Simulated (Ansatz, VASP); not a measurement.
## Na3Ir8Cl3 (3 units of NaCl (001) on Ir(100)): VASP beside Ansatz

Wanted: the spread between two codes on one cell, functional and k mesh.

Main program and level: Ansatz 0.2.0; plane waves, with VASP 6.6.1 beside it; single point at PBE with D3(BJ).

### 1. The starting structure

The cell holds 14 atoms: 8 Ir, 3 Na and 3 Cl. Cell: a = 3.988 Å, b = 3.988 Å, c = 31.780 Å, α = 90.0°, β = 90.0°, γ = 90.0°. Vacuum lies along c.

### 2. VASP: single point, PBE with D3(BJ)

With cell and atoms fixed, the geometry can't cause a difference; cores, projectors, grids and the points listed under the comparison can.

Lines of VASP's logs that name or quote its potential files are left out, and so is its time.

Contents of INCAR:

```
SYSTEM = Na3Ir8Cl3
PREC = Normal
ENCUT = 300
EDIFF = 1E-06
NELM = 120
ISMEAR = -1
SIGMA = 0.1
LREAL = Auto
ALGO = Fast
GGA = PE
IVDW = 12
NBANDS = 80
LORBIT = 11
LWAVE = .FALSE.
LCHARG = .TRUE.
IDIPOL = 3
LDIPOL = .TRUE.
DIPOL = 0.5 0.5 0.481
LVHAR = .TRUE.
LVACPOTAV = .TRUE.
LELF = .TRUE.
NEDOS = 1500
```

Contents of POSCAR:

```
Na3Ir8Cl3
1.0
    3.9880822500      0.0000000000      0.0000000000
    0.0000000000      3.9880822500      0.0000000000
    0.0000000000      0.0000000000     31.7797545145
Ir Na Cl
8 3 3
Direct
    0.0000000000      0.5000000000      0.2847997124
    0.5000000000      0.0000000000      0.2847997124
    0.0000000000      0.0000000000      0.3399739238
    0.5000000000      0.5000000000      0.3399650223
    0.0000000000      0.5000000000      0.4008592822
    0.5000000000      0.0000000000      0.4008592822
    0.0000000000      0.0000000000      0.4589271720
    0.5000000000      0.5000000000      0.4540597124
    0.5000000000      0.5000000000      0.5430354532
    0.0000000000      0.0000000000      0.6289372979
    0.5000000000      0.5000000000      0.7140309311
    0.0000000000      0.0000000000      0.5409880125
    0.5000000000      0.5000000000      0.6286473669
    0.0000000000      0.0000000000      0.7174739178
```

Contents of KPOINTS:

```
Automatic mesh
0
Gamma
8 8 1
0 0 0
```

Potentials, in the order of the species: Ir, Na and Cl (PBE family, release 64).

Command:

```
mpirun -np 4 vasp_std
```

Numbers of over 12 decimals in the logs are rounded to 6 here.

Log:

```text
[banner, memory and clock lines left out]
running    4 mpi-ranks, on    1 nodes
 distrk:  each k-point on    4 cores,    1 groups
 distr:  one band on    1 cores,    4 groups

 POSCAR found type information on POSCAR IrNaCl
 POSCAR found :  3 types and      14 ions
 LDA part: xc-table for (Slater+PW92), standard interpolation
 POSCAR, INCAR and KPOINTS ok, starting setup
 FFT: planning ... GRIDC
 FFT: planning ... GRID_SOFT
 FFT: planning ... GRID
 WAVECAR not read
 entering main loop
       N       E                     dE             d eps       ncg     rms          rms(c)
DAV:   1     0.620296336860E+03    0.62030E+03   -0.27341E+04  2448   0.647E+02
DAV:   2    -0.260399690809E+02   -0.64634E+03   -0.57922E+03  2616   0.255E+02
DAV:   3    -0.888804143877E+02   -0.62840E+02   -0.60686E+02  2960   0.742E+01
DAV:   4    -0.905070603269E+02   -0.16266E+01   -0.16170E+01  2824   0.137E+01
DAV:   5    -0.905590600384E+02   -0.52000E-01   -0.51976E-01  3048   0.219E+00    0.343E+01
RMM:   6    -0.889476928619E+02    0.16114E+01   -0.90796E+00  2828   0.128E+01    0.250E+01
RMM:   7    -0.180689768628E+03   -0.91742E+02   -0.43832E+01  3642   0.180E+01    0.891E+01
RMM:   8    -0.109658280127E+03    0.71031E+02   -0.10634E+01  3164   0.807E+00    0.530E+01
RMM:   9    -0.114123470632E+03   -0.44652E+01   -0.23528E+00  2956   0.518E+00    0.487E+01
RMM:  10    -0.961561853091E+02    0.17967E+02   -0.57501E+00  3191   0.636E+00    0.239E+01
RMM:  11    -0.872404035003E+02    0.89158E+01   -0.55201E+00  3302   0.555E+00    0.115E+01
RMM:  12    -0.863256593856E+02    0.91474E+00   -0.11854E+00  2891   0.346E+00    0.846E+00
RMM:  13    -0.856000229916E+02    0.72564E+00   -0.40547E-01  2854   0.213E+00    0.593E+00
RMM:  14    -0.855425220761E+02    0.57501E-01   -0.25800E-01  2912   0.176E+00    0.488E+00
[...]
RMM:  34    -0.851934354568E+02    0.27012E-02   -0.30669E-04  3643   0.323E-02    0.111E-01
RMM:  35    -0.851902833547E+02    0.31521E-02   -0.98893E-04  4083   0.540E-02    0.455E-02
RMM:  36    -0.851896908161E+02    0.59254E-03   -0.18699E-04  3542   0.255E-02    0.238E-02
RMM:  37    -0.851895828085E+02    0.10801E-03   -0.64207E-05  3320   0.157E-02    0.106E-02
RMM:  38    -0.851895773790E+02    0.54295E-05   -0.55551E-05  3245   0.133E-02    0.104E-02
RMM:  39    -0.851895922973E+02   -0.14918E-04   -0.95490E-06  2864   0.683E-03    0.113E-02
RMM:  40    -0.851895992091E+02   -0.69118E-05   -0.20761E-06  2318   0.411E-03    0.124E-02
RMM:  41    -0.851895995637E+02   -0.35462E-06   -0.58001E-07  2188   0.246E-03
|                                                                             |
|           W    W    AA    RRRRR   N    N  II  N    N   GGGG   !!!           |
|           W    W   A  A   R    R  NN   N  II  NN   N  G    G  !!!           |
|           W    W  A    A  R    R  N N  N  II  N N  N  G       !!!           |
|           W WW W  AAAAAA  RRRRR   N  N N  II  N  N N  G  GGG   !            |
|           WW  WW  A    A  R   R   N   NN  II  N   NN  G    G                |
|           W    W  A    A  R    R  N    N  II  N    N   GGGG   !!!           |
|                                                                             |
|     Did not find any points to average over, which means that no vacuum     |
|     field-free region was found. Please increase the size of  your cell     |
|     in the dimension of the dipole correction to obtain accurate            |
|     workfunction values.                                                    |
|                                                                             |

   1 F= -.90656893E+02 E0= -.90450212E+02  d E =-.413361E+00
```

Parts of OUTCAR (step 2):

```text
ion  position               nearest neighbor table
   1  0.000  0.500  0.285-   4 2.66   4 2.66   3 2.66   3 2.66   2 2.82   2 2.82   2 2.82   2 2.82

  LATTYP: Found a simple tetragonal cell.
 ALAT       =     3.9880822500
 C/A-ratio  =     7.9686808151

 Subroutine GETGRP returns: Found  8 space group operations
 (whereof  8 operations were pure point group operations)

The static configuration has the point symmetry C_4v.

 Found     15 irreducible k-points:

   k-points           NKPTS =     15   k-points in BZ     NKDIM =     15   number of bands    NBANDS=     80

   dimension x,y,z NGX =    18 NGY =   18 NGZ =  140
   dimension x,y,z NGXF=    36 NGYF=   36 NGZF=  280

   ENCUT  =  300.0 eV  22.05 Ry    4.70 a.u.   5.63  5.63 44.88*2*pi/ulx,y,z

   NELECT =      96.0000    total number of electrons

 k-points in reciprocal lattice and weights: Automatic mesh
   0.00000000  0.00000000  0.00000000       0.016
   0.12500000  0.00000000  0.00000000       0.062
   0.25000000  0.00000000  0.00000000       0.062
   0.37500000  0.00000000  0.00000000       0.062
   0.50000000  0.00000000  0.00000000       0.031
   0.12500000  0.12500000  0.00000000       0.062
   0.25000000  0.12500000  0.00000000       0.125
   0.37500000  0.12500000  0.00000000       0.125
   0.50000000  0.12500000  0.00000000       0.062
[...]
0.50000000  0.37500000  0.00000000       0.062
   0.50000000  0.50000000  0.00000000       0.016

 dipolmoment           0.000000      0.000000     -0.217329 electrons x Angstroem

 average (electrostatic) potential at core
       1 -57.4897       2 -57.4897       3 -58.2791       4 -58.2230       5 -58.2593
       6 -58.2593       7 -57.6424       8 -57.4808       9 -42.7609      10 -43.3935
      11 -43.5509      12 -95.7647      13 -95.7440      14 -95.4831

 E-fermi :   0.7975

 k-point     1 :       0.0000    0.0000    0.0000
  band No.  band energies     occupation
    ...
     39      -0.0190      1.99943
     40       0.1993      1.99497
     41       0.2431      1.99221
     42       0.4634      1.93165
     43       0.4634      1.93165
     44       0.9555      0.34154
     45       0.9555      0.34154
     46       0.9874      0.26036
     47       1.2315      0.02574
     48       1.3539      0.00763
    ...

 k-point     2 :       0.1250    0.0000    0.0000
  band No.  band energies     occupation
    ...
     42       0.4602      1.93369
     43       0.5445      1.85241
     44       0.6693      1.56553
     45       0.7120      1.40330
     46       0.8395      0.79303
     47       1.0662      0.12749
     48       1.0818      0.11008
     49       1.1754      0.04468
     50       1.4012      0.00476
     51       1.4660      0.00250
    ...

 k-point     3 :       0.2500    0.0000    0.0000
  band No.  band energies     occupation
    ...
     46       0.4339      1.94862
     47       0.4593      1.93429
     48       0.7884      1.04531
     49       0.7936      1.01962
     50       0.8726      0.64098
     51       1.0082      0.21681
     52       1.3892      0.00537
     53       1.4836      0.00209
     54       1.7877      0.00010
     55       1.8143      0.00008
    ...

 Edisp (eV)   -5.46729

  Total     -20.00148   -20.00148    -0.93562     0.00000     0.00000    -0.00000
  in kB     -63.40069   -63.40069    -2.96573     0.00000     0.00000    -0.00000
  external pressure =      -43.26 kB  Pullay stress =        0.00 kB

  energy-cutoff  :      300.00
  volume of cell :      505.45
      direct lattice vectors                 reciprocal lattice vectors
     3.988082250  0.000000000  0.000000000     0.250747085  0.000000000  0.000000000
     0.000000000  3.988082250  0.000000000     0.000000000  0.250747085  0.000000000
     0.000000000  0.000000000 31.779754514     0.000000000  0.000000000  0.031466574

 POSITION                                       TOTAL-FORCE (eV/Angst)
 -----------------------------------------------------------------------------------
      0.00000      1.99404      9.05086         0.000000      0.000000      0.014228
      1.99404      0.00000      9.05086         0.000000      0.000000      0.014228
      0.00000      0.00000     10.80429         0.000000     -0.000000      0.004376
      1.99404      1.99404     10.80400        -0.000000      0.000000     -0.031002
      0.00000      1.99404     12.73921         0.000000     -0.000000     -0.004199
      1.99404      0.00000     12.73921         0.000000      0.000000     -0.004199
      0.00000      0.00000     14.58459         0.000000      0.000000     -0.021414
      1.99404      1.99404     14.42991         0.000000      0.000000      0.023389
      1.99404      1.99404     17.25753         0.000000      0.000000     -0.018418
      0.00000      0.00000     19.98747         0.000000      0.000000      0.019594
      1.99404      1.99404     22.69173         0.000000      0.000000      0.000753
      0.00000      0.00000     17.19247         0.000000      0.000000      0.021948
      1.99404      1.99404     19.97826        -0.000000     -0.000000      0.003937
      0.00000      0.00000     22.80114         0.000000     -0.000000     -0.023222
 -----------------------------------------------------------------------------------
    total drift:                                0.000000      0.000000     -0.009545

  FREE ENERGIE OF THE ION-ELECTRON SYSTEM (eV)
  ---------------------------------------------------
  free  energy   TOTEN  =       -90.6568926586 eV

  energy  without entropy=      -90.2435319388  energy(sigma->0) =      -90.45021230

 vacuum level on the upper side and lower side of the slab         3.868         6.327

 total charge
# of ion       s       p       d       tot
------------------------------------------
    1        0.639   0.476   6.920   8.035
    2        0.639   0.476   6.920   8.035
    3        0.652   0.690   6.894   8.236
    4        0.653   0.686   6.904   8.244
    5        0.652   0.688   6.897   8.236
    6        0.652   0.688   6.897   8.236
    7        0.593   0.505   6.907   8.005
    8        0.677   0.526   6.982   8.185
    9        0.054   0.042   0.000   0.096
   10        0.044   0.034   0.000   0.078
   11        0.041   0.032   0.000   0.073
   12        1.592   3.544   0.000   5.135
   13        1.587   3.595   0.000   5.182
   14        1.586   3.576   0.000   5.162
--------------------------------------------------
tot         10.059  15.557  55.322  80.939

[... 3 further parts left out ...]
```

This run has no spin polarisation, so a moment on Ir, if there is one, isn't seen. The data set Na keeps the semicore shell frozen, which is cheaper and a little less accurate.

[end of part 1 of 2]

[Lines on the potential files, build, host, timing and source positions are cut from VASP's logs without a mark.]

[Logs are printed without paths, hosts, clocks, repeated set-up lines and the standing remarks that a program may print on its own settings, such as how far it seeks lower states.]

[Hosts, paths, dates, database ids (printed as entryN), source tags and the programs' standing remarks are cut or masked in the printed files.]
